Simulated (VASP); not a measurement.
Here is the system:

```
Te
1.0
    2.09434    -3.62750     0.00000
    2.09434     3.62750     0.00000
    0.00000     0.00000     5.81607
Te
3
Direct
  0.00000   0.28721   0.66667
  0.71279   0.71279   0.00000
  0.28721   0.00000   0.33333
```

Level of theory: LDA (Ceperley-Alder, Perdew-Zunger), VASP's LDA PAW potentials (set 64) (plane waves; VASP 6.6.1). Run with 520 eV cut-off, 10×10×6 Γ-centred mesh, first-order Methfessel-Paxton smearing of 0.10 eV, potentials Te.

Task: The ions and cell shape at fixed volume are relaxed. Give the cell that the relaxation ends in.

Result: 
```
Te
1.0
    2.07430    -3.59279     0.00000
    2.07430     3.59279     0.00000
    0.00000     0.00000     5.92899
Te
3
Cartesian
  2.69058  -2.52535   3.95266
  2.91603   0.00000   0.00000
  2.69058   2.52535   1.97633
```
Space group P3_121 (152), at a tolerance of 0.03 Å.

Task: How much energy does the relaxation gain?

Result: The energy (σ→0) changes by -7.4 meV/atom, in 6 ionic steps.

The compound is Te in the trig structure. This cell is one point of a volume scan, at 0.94 of the reference volume. Symmetry was kept, so distortions that lower it aren't found.
